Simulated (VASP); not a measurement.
# Mo: relaxation of cell and atoms with PBE

The system is Mo.

```xyz
1
Lattice="-1.5749 1.5749 1.5749 1.5749 -1.5749 1.5749 1.5749 1.5749 -1.5749" Properties=species:S:1:pos:R:3 pbc="T T T"
Mo    0.0000    0.0000    0.0000
```

* Program: VASP 6.6.1
* Task: relaxation of cell and atoms
* Functional: PBE
* Potentials or basis: VASP PAW PBE potentials, release 64 (Mo)
* Cutoff: 300 eV
* k mesh: 8 × 8 × 8
* Occupations: methfessel-paxton, width 0.1 eV
* Spin: no spin polarisation
* Further INCAR settings: ALGO = Normal; EDIFF = 1e-07; IBRION = 2; EDIFFG = -0.005; NSW = 90; ISIF = 3

```
Pressure after relaxing : 0.0 GPa
Band gap on the k mesh  : none (metal or under the smearing width)
```

Final structure:
```
Mo
1.0
    -1.57489    1.57489    1.57489
     1.57489   -1.57489    1.57489
     1.57489    1.57489   -1.57489
Mo
1
Direct
  0.00000 0.00000 0.00000
```

Levels at points of the mesh, in eV from the Fermi level:
| k point | band 1 | band 2 | band 3 | band 4 | band 5 | band 6 |
| --- | --- | --- | --- | --- | --- | --- |
| (0.00, 0.00, 0.00) | -7.07 | -1.26 | -1.26 | -1.26 | 1.75 | 1.75 |
| (0.50, 0.00, 0.00) | -5.18 | -3.28 | 1.77 | 1.78 | 2.39 | 4.80 |
| (0.50, 0.50, 0.50) | -5.30 | -5.30 | 4.04 | 4.04 | 4.04 | 9.55 |

Wall time 3.1 s on 1 thread of Intel(R) Xeon(R) Platinum 8259CL CPU @ 2.50GHz (Skylake/Cascade Lake), on a shared host, peak memory 0.11 GiB.

Caveat: the relaxation stopped at its first step, so nothing moved.
